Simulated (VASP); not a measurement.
VASP ran on this input.

### KPOINTS
```
Automatic mesh
0
Gamma
8 8 3
0 0 0
```

POSCAR:
```
BN
1
    1.2770400000    -2.2118990000     0.0000000000
    1.2770400000     2.2118990000     0.0000000000
    0.0000000000     0.0000000000     6.7932000000
B N
2 2
Direct
  0.3333330000   0.6666670000   0.2500000000
  0.6666670000   0.3333330000   0.7500000000
  0.6666670000   0.3333330000   0.2500000000
  0.3333330000   0.6666670000   0.7500000000
```

### INCAR
```
SYSTEM = BN
PREC = Accurate
ENCUT = 520
EDIFF = 1E-6
NELM = 60
ALGO = Normal
LREAL = .FALSE.
LASPH = .TRUE.
ISMEAR = 0
SIGMA = 0.05
GGA = PE
LWAVE = .FALSE.
LCHARG = .FALSE.
ISIF = 2
```

POTCAR, in this order: N B (PBE.64 set). Program: vasp_std.

What happens when VASP runs on this input?

There is a fault: POTCAR lists the elements in another order than POSCAR. The run ends without an error. Against the sound run, the pressure stays essentially unchanged.

### standard output
```
 POSCAR found type information on POSCAR B N
 POSCAR found :  2 types and       4 ions
 Reading from existing POTCAR
 Reading from existing POTCAR
 WARNING: type information on POSCAR and POTCAR are incompatible
 POTCAR overwrites the type information in POSCAR
 typ   1 type information:  B  N
 WARNING: type information on POSCAR and POTCAR are incompatible
 POTCAR overwrites the type information in POSCAR
 typ   2 type information:  N  B
 LDA part: xc-table for (Slater+PW92), standard interpolation
 POSCAR, INCAR and KPOINTS ok, starting setup
 WAVECAR not read
 entering main loop
       N       E                     dE             d eps       ncg     rms          rms(c)
DAV:   1     0.670748988552E+02    0.67075E+02   -0.82267E+03   480   0.122E+03
DAV:   2    -0.339762839037E+02   -0.10105E+03   -0.93704E+02   684   0.266E+02
DAV:   3    -0.382656442724E+02   -0.42894E+01   -0.42633E+01   604   0.605E+01
DAV:   4    -0.383154691570E+02   -0.49825E-01   -0.49772E-01   588   0.688E+00
DAV:   5    -0.383162796376E+02   -0.81048E-03   -0.81034E-03   596   0.871E-01    0.108E+01
DAV:   6    -0.354017089165E+02    0.29146E+01   -0.79437E+00   552   0.228E+01    0.480E+00
DAV:   7    -0.351802607278E+02    0.22145E+00   -0.41701E-01   604   0.571E+00    0.302E+00
DAV:   8    -0.351100009430E+02    0.70260E-01   -0.28106E-01   572   0.400E+00    0.409E-01
DAV:   9    -0.351066019223E+02    0.33990E-02   -0.11646E-02   596   0.971E-01    0.169E-01
DAV:  10    -0.351075374835E+02   -0.93556E-03   -0.14300E-03   572   0.322E-01    0.407E-02
DAV:  11    -0.351076501035E+02   -0.11262E-03   -0.24316E-04   608   0.137E-01    0.271E-02
DAV:  12    -0.351076436732E+02    0.64304E-05   -0.53305E-05   588   0.646E-02    0.442E-03
DAV:  13    -0.351076440981E+02   -0.42497E-06   -0.20004E-06   500   0.133E-02
   1 F= -.35107644E+02 E0= -.35107644E+02  d E =-.258579E-13
```

OUTCAR:
```
------------------------ aborting loop because EDIFF is reached ----------------------------------------
  FORCE on cell =-STRESS in cart. coord.  units (eV):
  Direction    XX          YY          ZZ          XY          YZ          ZX
  --------------------------------------------------------------------------------------
  Total       -3.7838957     -3.7838986      0.4839258      0.0000000      0.0000000      0.0000000
  in kB     -157.9703392   -157.9704587     20.2029688      0.0000000      0.0000000      0.0000000
  external PRESSURE =     -98.5792764 kB  Pullay stress =       0.0000000 kB
  volume of cell :       38.38
      direct lattice vectors                 reciprocal lattice vectors
     1.277040000 -2.211899000  0.000000000     0.391530414 -0.226050104  0.000000000
     1.277040000  2.211899000  0.000000000     0.391530414  0.226050104  0.000000000
     0.000000000  0.000000000  6.793200000     0.000000000  0.000000000  0.147206030
  FREE ENERGIE OF THE ION-ELECTRON SYSTEM (eV)
  ---------------------------------------------------
  free  energy   TOTEN  =       -35.1076440981 eV

  energy  without entropy=      -35.1076440981  energy(sigma->0) =      -35.10764410
```
(Selected blocks of OUTCAR.)

To mend it, use POTCAR B N of the PBE.64 set.

The mended run (PBE GGA, plane waves, VASP's PBE PAW potentials (set 64)) converges, and its OSZICAR ends with
```
   1 F= -.35107644E+02 E0= -.35107644E+02  d E =-.255816E-13
```

The compound is BN in the hex structure. The cell was not relaxed at this level.
